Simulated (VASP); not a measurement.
All values below come from PBEsol GGA, VASP's PBE PAW potentials (set 64) (plane waves; VASP 6.6.1).

The input files of a VASP run:

### KPOINTS
```
Automatic mesh
0
gamma
 6 6 3
0 0 0
```

INCAR:
```
SYSTEM = MgI2
PREC = Accurate
ENCUT = 400
EDIFF = 1E-8
NELM = 100
ALGO = Normal
LREAL = .FALSE.
LASPH = .TRUE.
ISMEAR = 0
SIGMA = 0.05
GGA = PS
LMAXMIX = 4
LWAVE = .FALSE.
LCHARG = .FALSE.
IBRION = 1
ISIF = 2
NSW = 30
EDIFFG = -0.001
```

### POSCAR
```
MgI2
1
    2.0640070650    -3.5749646849     0.0000000000
    2.0640070650     3.5749646849     0.0000000000
   -0.0000000000     0.0000000000     6.9999352948
Mg I
1 2
Direct
  0.0000000000   0.0000000000   1.0000000000
  0.3333330000   0.6666670000   0.2382637304
  0.6666670000   0.3333330000   0.7617362696
```

POTCAR, in this order: Mg I (PBE.64 set). Program: vasp_std.

What VASP printed:

File OSZICAR:
```
       N       E                     dE             d eps       ncg     rms          rms(c)
DAV:   1     0.711842066892E+02    0.71184E+02   -0.50451E+03   408   0.837E+02
DAV:   2    -0.308386301239E+01   -0.74268E+02   -0.68330E+02   592   0.143E+02
DAV:   3    -0.847402434397E+01   -0.53902E+01   -0.53672E+01   508   0.452E+01
DAV:   4    -0.857399957699E+01   -0.99975E-01   -0.99958E-01   540   0.779E+00
DAV:   5    -0.857517683944E+01   -0.11773E-02   -0.11772E-02   528   0.861E-01    0.406E+00
DAV:   6    -0.845299596165E+01    0.12218E+00   -0.13255E-01   444   0.196E+00    0.270E+00
DAV:   7    -0.842389340039E+01    0.29103E-01   -0.12344E-01   444   0.191E+00    0.621E-01
DAV:   8    -0.842167082373E+01    0.22226E-02   -0.91927E-03   464   0.577E-01    0.225E-01
DAV:   9    -0.842166120275E+01    0.96210E-05   -0.69718E-04   500   0.189E-01    0.912E-02
DAV:  10    -0.842165304214E+01    0.81606E-05   -0.29247E-05   504   0.437E-02    0.376E-02
DAV:  11    -0.842165597508E+01   -0.29329E-05   -0.83755E-06   452   0.195E-02    0.301E-02
DAV:  12    -0.842165588295E+01    0.92124E-07   -0.11722E-06   516   0.599E-03    0.102E-02
DAV:  13    -0.842165587209E+01    0.10863E-07   -0.23852E-08   484   0.116E-03    0.110E-02
DAV:  14    -0.842165610866E+01   -0.23657E-06   -0.92210E-08   464   0.180E-03    0.303E-03
DAV:  15    -0.842165626430E+01   -0.15565E-06   -0.85849E-08   456   0.185E-03    0.319E-03
DAV:  16    -0.842165621715E+01    0.47155E-07   -0.62986E-09   360   0.552E-04    0.169E-03
DAV:  17    -0.842165617349E+01    0.43655E-07   -0.46471E-09   320   0.448E-04    0.269E-04
DAV:  18    -0.842165616511E+01    0.83859E-08   -0.64276E-10   260   0.207E-04
   1 F= -.84216562E+01 E0= -.84216562E+01  d E =-.842166E+01
```

OUTCAR:
```
------------------------ aborting loop because EDIFF is reached ----------------------------------------
  FORCE on cell =-STRESS in cart. coord.  units (eV):
  Direction    XX          YY          ZZ          XY          YZ          ZX
  --------------------------------------------------------------------------------------
  Total        0.0198851      0.0198851      0.0268988     -0.0000000      0.0000000      0.0000000
  in kB        0.3084127      0.3084126      0.4171926     -0.0000000      0.0000000      0.0000000
  external PRESSURE =       0.3446726 kB  Pullay stress =       0.0000000 kB
  volume of cell :      103.30
      direct lattice vectors                 reciprocal lattice vectors
     2.064007065 -3.574964685  0.000000000     0.242247233 -0.139861521  0.000000000
     2.064007065  3.574964685  0.000000000     0.242247233  0.139861521  0.000000000
     0.000000000  0.000000000  6.999935295     0.000000000  0.000000000  0.142858463
 POSITION                                       TOTAL-FORCE (eV/Angst)
 -----------------------------------------------------------------------------------
      0.00000      0.00000      0.00000        -0.000000      0.000000      0.000000
      2.06401      1.19166      1.66783         0.000000      0.000000      0.000789
      2.06401     -1.19166      5.33210         0.000000     -0.000000     -0.000789
 -----------------------------------------------------------------------------------
    total drift:                                0.000000      0.000000      0.000000
  FREE ENERGIE OF THE ION-ELECTRON SYSTEM (eV)
  ---------------------------------------------------
  free  energy   TOTEN  =        -8.4216561651 eV

  energy  without entropy=       -8.4216561651  energy(sigma->0) =       -8.42165617

 reached required accuracy - stopping structural energy minimisation
```
(Selected blocks of OUTCAR.)

OUTCAR:
```
 val. band max:        2.1022933411   @ k =   0.0000   0.0000   0.0000

 cond. band min:       5.6227796395   @ k =   0.5000   0.0000   0.3333


 Fermi energy:         2.3367418539

 k-point     1 :       0.0000    0.0000    0.0000
  band No.  band energies     occupation
      1      -9.9823      2.00000
      2      -9.2944      2.00000
      3      -1.4191      2.00000
      4       1.7357      2.00000
      5       1.7357      2.00000
      6       2.0521      2.00000
      7       2.1023      2.00000
      8       2.1023      2.00000
      9       5.7992      0.00000
     10       6.8503      0.00000
     11       8.8329      0.00000
     12       8.8330      0.00000

 k-point     2 :       0.1667    0.0000    0.0000
  band No.  band energies     occupation
      1      -9.8367      2.00000
      2      -9.2158      2.00000
      3      -1.2271      2.00000
      4       0.6980      2.00000
      5       1.2086      2.00000
      6       1.4181      2.00000
      7       1.9788      2.00000
      8       2.0340      2.00000
      9       6.7065      0.00000
     10       7.4674      0.00000
     11       8.3056      0.00000
     12       9.2253      0.00000

 k-point     3 :       0.3333    0.0000    0.0000
  band No.  band energies     occupation
      1      -9.4896      2.00000
      2      -9.0736      2.00000
      3      -1.0849      2.00000
      4      -0.5106      2.00000
      5       0.1690      2.00000
      6       0.9667      2.00000
      7       1.6417      2.00000
      8       1.8017      2.00000
      9       6.1757      0.00000
     10       7.5090      0.00000
     11       7.9857      0.00000
     12       9.2719      0.00000

 k-point     4 :       0.5000    0.0000    0.0000
  band No.  band energies     occupation
      1      -9.2483      2.00000
      2      -9.0455      2.00000
      3      -1.5265      2.00000
      4      -0.7794      2.00000
      5       0.2906      2.00000
      6       0.7822      2.00000
...
```

Without a dispersion term in the relaxation, distances and binding between the weakly bound layers, chains or molecules are unreliable, and so is what depends on them. Unless said otherwise, spin-orbit coupling is left out, though it shifts the bands of the heavy elements here.

The compound is MgI2 in the 1T layered structure. It was relaxed first. The start is the result of an earlier pass.
